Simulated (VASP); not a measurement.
OSZICAR of a VASP run on Ni₃Si (L1_2):

### OSZICAR
```
       N       E                     dE             d eps       ncg     rms          rms(c)
DAV:   1     0.260758512569E+03    0.26076E+03   -0.21652E+04  1486   0.313E+03
DAV:   2     0.973163007713E+01   -0.25103E+03   -0.24169E+03  1475   0.524E+02
DAV:   3    -0.112664317373E+02   -0.20998E+02   -0.20591E+02  1630   0.195E+02
DAV:   4    -0.117840523525E+02   -0.51762E+00   -0.51581E+00  1827   0.334E+01
DAV:   5    -0.118129820846E+02   -0.28930E-01   -0.28926E-01  2235   0.682E+00    0.160E+01
DAV:   6    -0.560823941289E+02   -0.44269E+02   -0.89624E+01  1490   0.879E+01    0.207E+01
DAV:   7    -0.553558716656E+02    0.72652E+00   -0.26793E+00  1948   0.198E+01    0.184E+01
DAV:   8    -0.522684634567E+02    0.30874E+01   -0.57590E+00  2059   0.358E+01    0.118E+01
DAV:   9    -0.519901103672E+02    0.27835E+00   -0.69841E+00  1874   0.406E+01    0.832E+00
DAV:  10    -0.519566046030E+02    0.33506E-01   -0.41096E-01  1578   0.652E+00    0.651E+00
DAV:  11    -0.516615018076E+02    0.29510E+00   -0.47779E-01  2081   0.881E+00    0.186E+00
DAV:  12    -0.516291092340E+02    0.32393E-01   -0.19327E-01  2188   0.625E+00    0.835E-01
DAV:  13    -0.516650167636E+02   -0.35908E-01   -0.25560E-01  1841   0.868E+00    0.163E+00
DAV:  14    -0.516521416338E+02    0.12875E-01   -0.33469E-02  1816   0.331E+00    0.101E+00
DAV:  15    -0.516418302387E+02    0.10311E-01   -0.45818E-02  2080   0.307E+00    0.177E-01
DAV:  16    -0.516427693165E+02   -0.93908E-03   -0.30882E-03  1590   0.544E-01    0.450E-02
DAV:  17    -0.516428237720E+02   -0.54455E-04   -0.91162E-05  1800   0.110E-01    0.319E-02
DAV:  18    -0.516428432391E+02   -0.19467E-04   -0.23591E-05  2061   0.505E-02    0.218E-02
DAV:  19    -0.516428406858E+02    0.25532E-05   -0.16271E-05  1737   0.711E-02    0.870E-03
DAV:  20    -0.516428419196E+02   -0.12338E-05   -0.12783E-06  1575   0.107E-02    0.428E-03
DAV:  21    -0.516428421227E+02   -0.20309E-06   -0.61067E-08   960   0.328E-03    0.225E-03
DAV:  22    -0.516428421131E+02    0.96475E-08   -0.58645E-08   850   0.392E-03
   1 F= -.51642842E+02 E0= -.51642827E+02  d E =-.465222E-04
```

Problem. Which electronic solver shows in the log?

Solution. It is blocked Davidson (ALGO = Normal, or the opening steps of other solvers). The INCAR had ALGO = Normal.

Problem. How was spin treated?

Solution. Without spin polarisation: there is no mag entry.

Problem. Can the final energy be trusted as converged?

Solution. Self-consistency was reached. It stopped with EDIFF = 1E-7, NELM = 100 (TPSS meta-GGA, plane waves, VASP's PBE PAW potentials (set 64)).

The compound is Ni3Si in the L1_2 structure. This cell is one point of a volume scan, at 0.94 of the reference volume. The run is not spin-polarised, so no magnetic state was tried.
